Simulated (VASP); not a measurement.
# TiRuC2: structure and properties in VASP, part 2 of 2

Aim: relax TiRuC2, then compute properties on the relaxed cell. The cell is invented: it takes the structure of a Materials Project entry for ZrTiC2 (space group 166 there), with some of its atoms replaced by other elements, volume scaled by an estimate. It may not be a known or stable phase. Left out of this account: at least 1 further run (relaxation: not told here). The atoms of the start are displaced at random from the sites of a R-3m cell.

VASP 6.6.1, plane waves and PAW; the level of theory is named at each step.

So far. Step 4 (Density, ELF and potential (PBEsol + D4)): In this run the pressure is -0.05 GPa, small enough to go on; single stress components reach 0.06 GPa. Step 5 (Bands along the symmetry lines (PBEsol + D4)): There is no gap at this level. The relaxed cell has a = 3.072, c = 14.100 Å (conventional setting).

## 6. Total and projected DOS (PBEsol + D4) (continued)

The density of states has structure finer than the step of the table below, so its rows give means over 0.5 eV, whole bins alone (the curve runs from -12.0 to 5.49 eV). Peaks (eV: height): total -5.10: 6.82, -4.61: 5.54, 1.93: 4.68, 2.90: 8.00; Ti d -4.05: 0.792, 1.93: 2.69, 2.90: 5.41; Ru d -5.42: 1.90, -5.10: 2.68, -4.61: 1.49, -0.33: 2.35; C p -5.42: 0.942, -5.10: 1.30, -4.61: 1.14, -4.13: 0.918; Ru p -10.91: 0.151, -5.10: 0.149, -4.61: 0.197, -4.05: 0.0933.

States under -12.0 eV and over 5.5 eV are left out. The density of states by energy, zero at the Fermi level; means over each step; 7 of 9 lines; values in states/eV/cell:

```csv
energy (eV),total,Ti d,Ru d,C p,Ru p,Ti p,C s
-11.5,2.11,0.0686,0.277,0.0124,0.0429,0.0463,0.855
-11.0,2.67,0.116,0.258,0.0133,0.0988,0.0643,1.14
-10.5,0.935,0.0268,0.0570,0.00531,0.0459,0.0337,0.412
-10.0,0.0850,0.00140,0.00426,5.3e-4,0.00424,0.00384,0.0389
-9.5,7.9e-4,0,1.4e-5,0,3.8e-5,3.3e-5,3.8e-4
-9.0,0,0,0,0,0,0,0
-8.5,0,0,0,0,0,0,0
-8.0,0.00753,4.2e-4,0.00157,0.00136,3.3e-5,3.0e-5,1.0e-4
-7.5,0.330,0.0184,0.0731,0.0596,0.00266,0.00232,0.00505
-7.0,0.907,0.0470,0.229,0.167,0.0122,0.00964,0.0137
-6.5,2.22,0.0930,0.665,0.426,0.0385,0.0280,0.0250
-6.0,1.25,0.0669,0.365,0.253,0.0238,0.0333,0.0128
-5.5,3.80,0.231,1.41,0.761,0.0752,0.104,0.0340
-5.0,3.83,0.243,1.45,0.736,0.0890,0.124,0.0313
-4.5,3.25,0.407,0.872,0.670,0.109,0.0926,0.0328
-4.0,3.24,0.632,0.820,0.668,0.0728,0.0446,0.0295
-3.5,1.93,0.410,0.464,0.412,0.0475,0.0211,0.0112
-3.0,1.73,0.379,0.431,0.381,0.0411,0.0154,0.00726
-2.5,1.15,0.238,0.301,0.254,0.0285,0.0126,0.00369
-2.0,0.854,0.151,0.317,0.152,0.0163,0.00953,0.00373
-1.5,1.50,0.225,0.633,0.245,0.0256,0.0181,0.00857
-1.0,2.26,0.192,1.15,0.356,0.0396,0.0311,0.0181
-0.5,2.31,0.335,1.37,0.238,0.0252,0.0162,0.00762
0.0,2.49,0.345,1.50,0.251,0.0321,0.0116,0.0101
0.5,2.08,0.451,0.819,0.349,0.0378,0.0192,0.0144
1.0,1.33,0.493,0.355,0.193,0.0169,0.0108,0.0122
1.5,2.53,1.27,0.504,0.276,0.0159,0.0129,0.0345
2.0,3.51,1.90,0.670,0.367,0.0208,0.0220,0.0293
2.5,2.54,1.54,0.326,0.274,0.0114,0.0182,0.0230
3.0,4.87,3.05,0.432,0.623,0.0293,0.0359,0.0334
3.5,1.95,0.637,0.458,0.379,0.0174,0.0393,0.0443
4.0,1.65,0.396,0.505,0.307,0.0171,0.0346,0.0820
4.5,1.81,0.431,0.613,0.288,0.0176,0.0354,0.122
5.0,1.54,0.517,0.405,0.221,0.0201,0.0254,0.101
```

Force by atom:

```csv
atom,x (eV/Å),y (eV/Å),z (eV/Å),size
Ru1,0.0000,0.0000,0.0123,0.0123
Ti2,0.0000,0.0000,0.0081,0.0081
C3,0.0000,0.0000,-0.0935,0.0935
C4,0.0000,0.0000,0.0730,0.0730
```

The finer mesh and the other smearing move the Fermi level by +0.01 eV from the 7×7×7 run, a small shift, which tests the Fermi level alone. Of the states within 0.3 eV of the Fermi level, the largest shares in the PAW spheres are Ru d 60 %, Ti d 14 % and C p 10 %. The rest lies in smaller channels or between the spheres.

## 7. Band structure (TB-mBJ)

This step: TB-mBJ; plane waves and PAW (Ru_pv, Ti_sv, C); invented cell (VASP 6.6.1).

The mesh alone shows little of the dispersion and can miss band extrema, so KPOINTS_OPT adds a path through the symmetry points after the self-consistent cycle. TB-mBJ is a local potential fitted to gaps: it costs far less than a hybrid but gives no energy.

Contents of INCAR:

```
SYSTEM = TiRuC2
PREC = Accurate
ENCUT = 520
EDIFF = 1E-06
NELM = 150
ISMEAR = 0
SIGMA = 0.05
LREAL = .FALSE.
ALGO = Normal
METAGGA = MBJ
LASPH = .TRUE.
NBANDS = 31
LORBIT = 11
LWAVE = .FALSE.
LCHARG = .FALSE.
KPAR = 2
```

Contents of POSCAR:

```
TiRuC2
1.0
    1.5361499698      0.8868965974      4.6999418066
   -1.5361499698      0.8868965974      4.6999418066
    0.0000000000     -1.7737931947      4.6999418066
Ru Ti C
1 1 2
Direct
    0.9997592224      0.9997592224      0.9997592224
    0.4999985729      0.4999985729      0.4999985729
    0.7492614186      0.7492614186      0.7492614186
    0.2514237731      0.2514237731      0.2514237731
```

Contents of KPOINTS:

```
Automatic mesh
0
Gamma
7 7 7
0 0 0
```

Contents of KPOINTS_OPT:

```
Line mode
16
Line-mode
Reciprocal
  0.00000000   0.00000000   0.00000000 GAMMA
  0.50000000   0.00000000   0.00000000 L

  0.50000000   0.00000000   0.00000000 L
  0.50000000   0.19040607  -0.19040607 B1

  0.80959393   0.50000000   0.19040607 B
  0.50000000   0.50000000   0.50000000 Z

  0.50000000   0.50000000   0.50000000 Z
  0.00000000   0.00000000   0.00000000 GAMMA

  0.00000000   0.00000000   0.00000000 GAMMA
  0.34520303   0.00000000  -0.34520303 X

  0.65479697   0.34520303   0.00000000 Q
  0.50000000   0.50000000   0.00000000 F

  0.50000000   0.50000000   0.00000000 F
  0.65479697   0.65479697   0.19040607 P1

  0.65479697   0.65479697   0.19040607 P1
  0.50000000   0.50000000   0.50000000 Z

  0.50000000   0.00000000   0.00000000 L
  0.80959393   0.34520303   0.34520303 P
```

Potentials, in the order of the species: Ru_pv, Ti_sv and C (PBE family, release 64).

Run with:

```console
> mpirun -np 2 vasp_std
```

The job ended after 7.2 min (2 MPI ranks of Intel Xeon Platinum 8488C (Sapphire Rapids), shared host).

The run ended with an error.

VASP's message: “EDDAV: Call to ZHEGV failed. Returncode = 7 1 8”. No number of this run is used.

## 8. Core-level energies (PBEsol + D4)

This step: PBEsol with D4; plane waves and PAW (Ru_pv, Ti_sv, C); invented cell (VASP 6.6.1).

Core levels shift with the potential at each site, so they tell like atoms on unlike sites apart.

Contents of INCAR:

```
SYSTEM = TiRuC2
PREC = Accurate
ENCUT = 520
EDIFF = 1E-06
NELM = 100
ISMEAR = 0
SIGMA = 0.05
LREAL = .FALSE.
ALGO = Normal
GGA = PS
IVDW = 13
NBANDS = 23
LASPH = .TRUE.
LORBIT = 11
LWAVE = .FALSE.
LCHARG = .FALSE.
KPAR = 2
ICORELEVEL = 1
```

POSCAR is that of step 7.

KPOINTS is that of step 7.

Run with:

```console
> mpirun -np 2 vasp_std
```

It took 38 s on 2 MPI ranks; peak memory 0.51 GiB.

These are scalar-relativistic Kohn-Sham levels of the ground state, with no core hole, so they are not binding energies.

Numbers from this step:

| Property | Result |
| --- | --- |
| SCF cycles | 15 |
| bands | 23 |
| irreducible k-points | 44 |
| free energy (TOTEN) | -38.89 eV |
| Fermi energy | 11.47 eV |
| pressure | -0.002697 GPa |

Kohn-Sham core levels. Core levels, by row:

```csv
atom,shell,level below the Fermi level (eV)
Ru1,1s,21930
Ru1,2s,3151
Ru1,2p,2821
Ru1,3s,552.6
Ru1,3p,444.4
Ru1,3d,270.4
Ru1,4s,73.36
Ti2,1s,4863
Ti2,2s,531.7
Ti2,2p,439
C3,1s,266.1
C4,1s,266.1
```

Atoms of one element give levels within 0.1 eV of each other.

## 9. Field gradients at the nuclei (PBEsol + D4)

Field gradients probe how far the charge around each nucleus departs from cubic symmetry; LASPH keeps the non-spherical terms inside the spheres.

Changes to INCAR since step 8:

```diff
@@ -3,3 +3,3 @@
 ENCUT = 520
-EDIFF = 1E-06
+EDIFF = 1E-07
 NELM = 100
@@ -17,2 +17,2 @@
 KPAR = 2
-ICORELEVEL = 1
+LEFG = .TRUE.
```

POSCAR is that of step 8.

KPOINTS is that of step 8.

Run with:

```console
> mpirun -np 2 vasp_std
```

Run time: 43 s. Hardware: 2 MPI ranks; peak memory 0.51 GiB; 84 s of CPU time.

This step gave:

```
SCF cycles : 17
pressure   : 0.009756 GPa
```

Electric field gradients, by row:

```csv
atom,Vxx (V/Å²),Vyy (V/Å²),Vzz (V/Å²),asymmetry
Ru1,-3.861,-3.861,7.723,0
Ti2,-16.82,-16.82,33.64,0
C3,-0.478,-0.478,0.957,0
C4,-0.469,-0.469,0.938,0
```

The largest gradient, 33.64 V/Å², sits on Ti2; times the quadrupole moment of a nucleus that has one, it gives the coupling that NMR and NQR see.

## 10. What came out

* relaxed volume: 9.605 Å³/atom
* relaxed conventional cell a, b, c: 3.072, 3.072, 14.100 Å; angles 90.0, 90.0, 120.0°
* space group after relaxing, within 0.02 Å (lengths above averaged to it): R-3m (No. 166)
* band gap: none, a metal
* DOS at the Fermi level: 1.85 states/eV/cell
* shallowest level of the frozen cores: Ru1 4s, 73.4 eV deep
* largest field gradient Vzz: 33.64 V/Å² on Ti2

With PBEsol + D4, TiRuC2 relaxes to 9.605 Å³/atom in space group R-3m and comes out as a metal. Not obtained: band structure (TB-mBJ), because the run crashed. Bands along the symmetry lines (PBEsol + D4): Of the bands kept, 2 cross the Fermi level on this path. Spin-orbit coupling is left out; it would split some degenerate bands. The k-sampling is coarse for a metal, so the Fermi level, pressures and the shape of the cell carry errors. No search among competing phases was made. All values are for a static lattice at zero temperature.

[Lines on the potential files, build, host, timing and source positions are cut from VASP's logs without a mark.]

[Logs are printed without paths, hosts, clocks, repeated set-up lines and the standing remarks that a program may print on its own settings, such as how far it seeks lower states.]

[Hosts, paths, dates, database ids (printed as entryN), source tags and the programs' standing remarks are cut or masked in the printed files.]

[A measured line is paired with the nearest computed mode of its activity, which favours agreement.]

[In band tables of VASP the shares of atoms and orbitals are scaled to a sum of 1 inside the atoms' spheres.]
